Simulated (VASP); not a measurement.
Calculation: PBE GGA with D3 dispersion (Becke-Johnson damping), VASP's PBE PAW potentials (set 64) (plane waves; VASP).

A VASP calculation is set up with these files.

**POSCAR**
```
K
1
   -2.5798808022     2.5798808022     2.5798808022
    2.5798808022    -2.5798808022     2.5798808022
    2.5798808022     2.5798808022    -2.5798808022
K
1
Direct
  0.0000000000   0.0000000000   0.0000000000
```

KPOINTS:
```
Regular mesh
0
G
 11 11 11
```

INCAR:
```
LCHARG = .True.
LWAVE = .False.
EDIFF = 1E-7   # SCF stop (eV)
ISIF = 2   # forces and stress, cell fixed
NEDOS = 601
IVDW = 12   # D3, Becke-Johnson
GGA = PE   # PBE
LORBIT = 11   # lm-projected
SYSTEM = K
NELM = 100   # most electronic steps
PREC = Accurate
ALGO = Normal
LASPH = .True.
ISMEAR = -5
LREAL = .False.
ENCUT = 520   # plane-wave cut-off (eV)
```

POTCAR, in this order: K_sv (PBE.64 set). Program: vasp_std.

For a metal the tetrahedron method with Blöchl corrections gives inexact stress and forces.

Question: Estimate the energy per atom (σ→0), dispersion energy, band gap (on the k-mesh).

Answer: 
energy per atom (σ→0): -1.164 eV/atom
dispersion energy: -11.7 kJ/mol
band gap (on the k-mesh): none (metal, semimetal or under 0.01 eV)

File OSZICAR:
```
...
DAV:   7    -0.104255993367E+01   -0.33102E-03   -0.31686E-03  1352   0.426E-01    0.545E-02
DAV:   8    -0.104260858888E+01   -0.48655E-04   -0.15562E-04  1456   0.167E-01    0.236E-02
DAV:   9    -0.104262567416E+01   -0.17085E-04   -0.12127E-05  1344   0.387E-02    0.137E-02
DAV:  10    -0.104262419139E+01    0.14828E-05   -0.52729E-06  1416   0.216E-02    0.149E-03
DAV:  11    -0.104262408685E+01    0.10453E-06   -0.52997E-08  1472   0.235E-03    0.805E-04
DAV:  12    -0.104262393231E+01    0.15454E-06   -0.12666E-08   968   0.953E-04    0.984E-05
DAV:  13    -0.104262394620E+01   -0.13884E-07   -0.68637E-10   816   0.224E-04
   1 F= -.11642676E+01 E0= -.11642676E+01  d E =0.000000E+00
```

The compound is K in the bcc structure. It was relaxed first, which changed the volume by -7 %.
